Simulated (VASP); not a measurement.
Consider the following.

```
AuZn
1.0
    3.15000     0.00000     0.00000
    0.00000     3.15000     0.00000
    0.00000     0.00000     3.15000
Zn Au
1 1
Direct
  0.50000   0.50000   0.50000
  0.00000   0.00000   0.00000
```

The numbers are results of RPBE GGA, VASP's PBE PAW potentials (set 64) (plane waves; VASP), not measurements. Settings: 520 eV cut-off, 10×10×10 Γ-centred mesh, first-order Methfessel-Paxton smearing of 0.10 eV, potentials Zn Au.

Energy and stress use the plane-wave basis of the starting cell.

Problem. The ions, cell shape and volume are relaxed. What does this cell relax into?

Solution. 
```
AuZn
1.0
    3.22047     0.00000     0.00000
    0.00000     3.22047     0.00000
    0.00000     0.00000     3.22047
Zn Au
1 1
Direct
  0.50000   0.50000   0.50000
  0.00000   0.00000   0.00000
```
Space group Pm-3m (221), at a tolerance of 0.03 Å.

Problem. How do energy and volume change from the first to the last step?

Solution. The energy (σ→0) changes by -25.4 meV/atom and the volume by +6.9 %, in 3 ionic steps.

```
step  E(σ→0) (eV)  max force (eV/Å)  pressure (GPa)  volume (Å³)
----  -----------  ----------------  --------------  -----------
1         -3.7420             0.000            8.16        31.26
2         -3.7704             0.000           -4.16        35.00
3         -3.7929             0.000           -0.04        33.40
```

The compound is AuZn in the CsCl type structure. This run relaxes it. Symmetry was kept, so distortions that lower it aren't found. The electron count is odd and the run is not spin-polarised, which forces a metal.
